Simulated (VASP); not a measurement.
# LiGeN (P4/mmm) in VASP: relaxation of cell and atoms with PBE

Aim: the relaxation of cell and atoms of LiGeN with PBE.

Everything below comes from runs of VASP 6.6.1. Logs are shortened: lines on timing, memory, paths and dates and some standing lists are left out, and cuts for length are marked.

## Step 1: The structure

The structure is tetragonal, space group P4/mmm (No. 123). Conventional cell: a = 3.200 Å, b = 3.200 Å, c = 4.121 Å, α = 90.00°, β = 90.00°, γ = 90.00°. Li (site symmetry 4/mmm) is surrounded by 2 N at 2.06 Å. Ge (site symmetry 4/mmm) has 4 N at 2.26 Å as nearest neighbours. Around N (site symmetry 4/mmm) lie 2 Li at 2.06 Å and 4 Ge at 2.26 Å.

The cell was built by a generator and needn't be a form met in nature.

## Step 2: Relaxation of cell and atoms, PBE

File INCAR:

```
ALGO = Fast
EDIFF = 1E-4
EDIFFG = -0.08
ENCUT = 520
GGA = PE
IBRION = 2
ISIF = 3
ISMEAR = 0
LASPH = True
LCHARG = False
LREAL = False
LWAVE = False
NELM = 60
NSW = 24
PREC = Normal
SIGMA = 0.15
```

File KPOINTS:

```
k-points
0
Gamma
  5 5 4
```

File POSCAR:

```
LiGeN
1.0
    3.1998237900      0.0000000000      0.0000000000
    0.0000000000      3.1998237900      0.0000000000
    0.0000000000      0.0000000000      4.1206045600
Li Ge N
1 1 1
Direct
    0.5000000000      0.5000000000      0.5000000000
    0.0000000000      0.0000000000      0.0000000000
    0.5000000000      0.5000000000      0.0000000000
```

Potentials or basis: VASP PAW PBE potentials, release 64 (Li_sv, Ge_d, N).

Run with:

```bash
$ cat potpaw_PBE.64/Li_sv/POTCAR potpaw_PBE.64/Ge_d/POTCAR potpaw_PBE.64/N/POTCAR > POTCAR
$ mpirun -np 1 vasp_std > vasp.out
```

OUTCAR:

```text
EDIFF = 1E-4
   EDIFFG = -0.08
   ENCUT = 520
   GGA = PE
   IBRION = 2
   ISIF = 3
   ISMEAR = 0
   LASPH = True
   LREAL = False
   NELM = 60
   NSW = 24
   PREC = Normal

 ion  position               nearest neighbor table
   1  0.500  0.500  0.500-   3 2.06   3 2.06
   2  0.000  0.000  0.000-   3 2.26   3 2.26   3 2.26   3 2.26
   3  0.500  0.500  0.000-   1 2.06   1 2.06   2 2.26   2 2.26   2 2.26   2 2.26

  LATTYP: Found a simple tetragonal cell.
 ALAT       =     3.1998237900
 C/A-ratio  =     1.2877598363

  Lattice vectors:

 A1 = (   3.1998237900,   0.0000000000,   0.0000000000)
 A2 = (   0.0000000000,   3.1998237900,   0.0000000000)
 A3 = (   0.0000000000,   0.0000000000,   4.1206045600)

Analysis of symmetry for initial positions (statically):
=====================================================================
 Subroutine PRICEL returns:
 Original cell was already a primitive cell.

 Routine SETGRP: Setting up the symmetry group for a
 simple tetragonal supercell.

 Subroutine GETGRP returns: Found 16 space group operations
 (whereof 16 operations were pure point group operations)
 out of a pool of 16 trial point group operations.

The static configuration has the point symmetry D_4h.

Analysis of symmetry for dynamics (positions and initial velocities):
=====================================================================
 Subroutine PRICEL returns:
 Original cell was already a primitive cell.

 Routine SETGRP: Setting up the symmetry group for a
 simple tetragonal supercell.

 Subroutine GETGRP returns: Found 16 space group operations
 (whereof 16 operations were pure point group operations)
 out of a pool of 16 trial point group operations.

The dynamic configuration has the point symmetry D_4h.

 Subroutine INISYM returns: Found 16 space group operations
 (whereof 16 operations are pure point group operations),
 and found     1 'primitive' translations

----------------------------------------------------------------------------------------

                                     Primitive cell

  volume of cell :      42.1903

  direct lattice vectors                    reciprocal lattice vectors
     3.199823790  0.000000000  0.000000000     0.312517209  0.000000000  0.000000000
     0.000000000  3.199823790  0.000000000     0.000000000  0.312517209  0.000000000
     0.000000000  0.000000000  4.120604560     0.000000000  0.000000000  0.242682836

  length of vectors
     3.199823790  3.199823790  4.120604560     0.312517209  0.312517209  0.242682836

  position of ions in fractional coordinates (direct lattice)
     0.500000000  0.500000000  0.500000000
     0.000000000  0.000000000  0.000000000
     0.500000000  0.500000000  0.000000000
[... 70 lines left out ...]
   NELM   =     60;   NELMIN=  2; NELMDL= -5     # of ELM steps
   EDIFF  = 0.1E-03   stopping-criterion for ELM
   LREAL  =      F    real-space projection
   EDIFFG = -.8E-01   stopping-criterion for IOM
   NSW    =     24    number of steps for IOM
   IBRION =      2    ionic relax: 0-MD 1-quasi-New 2-CG
   NFREE  =      1    steps in history (QN), initial steepest desc. (CG)
   ISIF   =      3    stress and relaxation
   ISYM   =      2    0-nonsym 1-usesym 2-fastsym
   POTIM  = 0.5000    time-step for ionic-motion
   TEBEG  =    0.0;   TEEND  =   0.0 temperature during run
   PSTRESS=    0.0 pullay stress
   NELECT =      22.0000    total number of electrons
   NUPDOWN=      -1.0000    fix difference up-down
   EMIN   =  10.00;   EMAX   =-10.00  energy-range for DOS
   EFERMI =   0.00;   METHOD = LEGACY
   ISMEAR =     0;   SIGMA  =   0.15  broadening in eV -4-tet -1-fermi 0-gaus
   EFERMI_NEDOS =   21; number of points for ismear=-14 and -15
   IALGO  =     68    algorithm
   IMIX   =      4    mixing-type and parameters
     AMIX     =   0.40;   BMIX     =  1.00
     AMIX_MAG =   1.60;   BMIX_MAG =  1.00
  volume/ion in A,a.u.               =      14.06        94.90
  Fermi-wavevector in a.u.,A,eV,Ry     =   1.317684  2.490062 23.623685  1.736292
  Thomas-Fermi vector in A             =   2.447708
   LORBIT       =      0    0 simple, 1 ext, 2 COOP (PROOUT), +10 PAW based schemes
   GGA     = PE    functional components
   LHFCALC =     F    Hartree Fock is set to
   AEXX    =    0.0000 exact exchange contribution
   IVDW    =     0    specifies the selected vdW correction
   LEPSILON=     F    determine dielectric tensor
   LRPA    =     F    only Hartree local field effects (RPA)
 conjugate gradient relaxation of ions
 non-spin polarized calculation
 RMM-DIIS sequential band-by-band and
 Gauss-broadening in eV      SIGMA  =   0.15
  energy-cutoff  :      520.00
  volume of cell :       42.19
 maximum number of plane-waves:      1155
   NGX = 11   NGY = 11   NGZ = 15

--------------------------------------- Ionic step        1  -------------------------------------------

 number of electron      22.0000073 magnetization

 Free energy of the ion-electron system (eV)
  ---------------------------------------------------
  ext. energy  EPLUGINS =         0.00000000
  ---------------------------------------------------
  free energy    TOTEN  =       -14.11074271 eV

  energy without entropy =      -14.09180741  energy(sigma->0) =      -14.10127506

 E-fermi :   4.2823     XC(G=0):  -9.8899

 val. band max:        4.0472167164   @ k =   0.4000   0.2000   0.5000
 cond. band min:       4.3100640187   @ k =   0.4000   0.2000   0.2500
 fundamental gap:      0.2628473023
 Fermi energy:         4.2822536491

 k-point     1 :       0.0000    0.0000    0.0000
  band No.  band energies     occupation
      1     -41.6289      2.00000
      2     -20.3603      2.00000
      3     -20.3525      2.00000
      4     -20.3164      2.00000
      5     -20.3164      2.00000
      6     -20.2996      2.00000
      7     -11.1411      2.00000
      8      -0.6791      2.00000
      9      -0.0127      2.00000
     10       1.3648      2.00000
     11       1.3648      2.00000
     12       7.0006      0.00000
     13       7.8171      0.00000
     14      11.2491      0.00000
[... 489 lines left out ...]
--------------------------------------- Ionic step        6  -------------------------------------------

 number of electron      22.0000060 magnetization

 Free energy of the ion-electron system (eV)
  ---------------------------------------------------
  ext. energy  EPLUGINS =         0.00000000
  ---------------------------------------------------
  free energy    TOTEN  =       -14.20288120 eV

  energy without entropy =      -14.17855938  energy(sigma->0) =      -14.19072029

 E-fermi :   5.2320     XC(G=0): -10.3742

 val. band max:        5.0919216314   @ k =   0.4000   0.2000   0.5000
 cond. band min:       5.2431212029   @ k =   0.2000   0.2000   0.0000
 fundamental gap:      0.1511995715
 Fermi energy:         5.2319682093

 k-point     1 :       0.0000    0.0000    0.0000
  band No.  band energies     occupation
      1     -40.4677      2.00000
      2     -19.5741      2.00000
      3     -19.5726      2.00000
      4     -19.5136      2.00000
      5     -19.5136      2.00000
      6     -19.5072      2.00000
      7     -10.9257      2.00000
      8       0.4106      2.00000
      9       0.4710      2.00000
     10       1.8850      2.00000
     11       1.8850      2.00000
     12       8.4938      0.00000
     13       9.1131      0.00000
     14      11.9722      0.00000
[... 335 lines left out ...]
  FREE ENERGIE OF THE ION-ELECTRON SYSTEM (eV)
  ---------------------------------------------------
  free  energy   TOTEN  =       -14.2028811968 eV

  energy  without entropy=      -14.1785593819  energy(sigma->0) =      -14.19072029

 reached required accuracy - stopping structural energy minimisation
```

OSZICAR:

```text
N       E                     dE             d eps       ncg     rms          rms(c)
DAV:   1     0.130258065376E+03    0.13026E+03   -0.12027E+04   589   0.315E+03
DAV:   2     0.287155874384E+01   -0.12739E+03   -0.12400E+03   582   0.514E+02
DAV:   3    -0.143897669158E+02   -0.17261E+02   -0.17068E+02   717   0.125E+02
[... 54 lines left out ...]
DAV:   1    -0.142251338708E+02   -0.22816E-01   -0.50107E-01   582   0.791E+00    0.831E-01
RMM:   2    -0.142074989748E+02    0.17635E-01   -0.20902E-02   630   0.173E+00    0.432E-01
RMM:   3    -0.142034969201E+02    0.40021E-02   -0.63175E-03   651   0.895E-01    0.202E-01
RMM:   4    -0.142028986321E+02    0.59829E-03   -0.22125E-03   650   0.497E-01    0.674E-02
RMM:   5    -0.142028811968E+02    0.17435E-04   -0.55008E-04   536   0.310E-01
   6 F= -.14202881E+02 E0= -.14190720E+02  d E =-.303797E-02
```

It took 52 s on 1 thread of AMD EPYC 7R43 (Zen 3), shared host; peak memory 0.1 GiB.

The run converged, but some of its settings lie outside the range that counts as converged, so its numbers aren't taken as properties of the crystal.

Results:

- Free energy: -14.2029 eV
- Relaxed volume: 12.65 Å³/atom
- Relaxed cell: a = 3.113 Å, b = 3.113 Å, c = 3.916 Å, α = 90.00°, β = 90.00°, γ = 90.00°
- Space group after relaxing (to 0.05 Å): P4/mmm (No. 123)
- Energy gained by relaxing: 30.7 meV/atom
- Ionic steps: 6
- Band gap on the k mesh: none (metal or under the smearing width)

Caveat: the k mesh is coarse (spacing up to 0.39 Å⁻¹), so the values aren't converged; the cutoff is under 1.25 times the usual one of these potentials, so pressure, stress and relaxed cells hold a basis-set (Pulay) error.
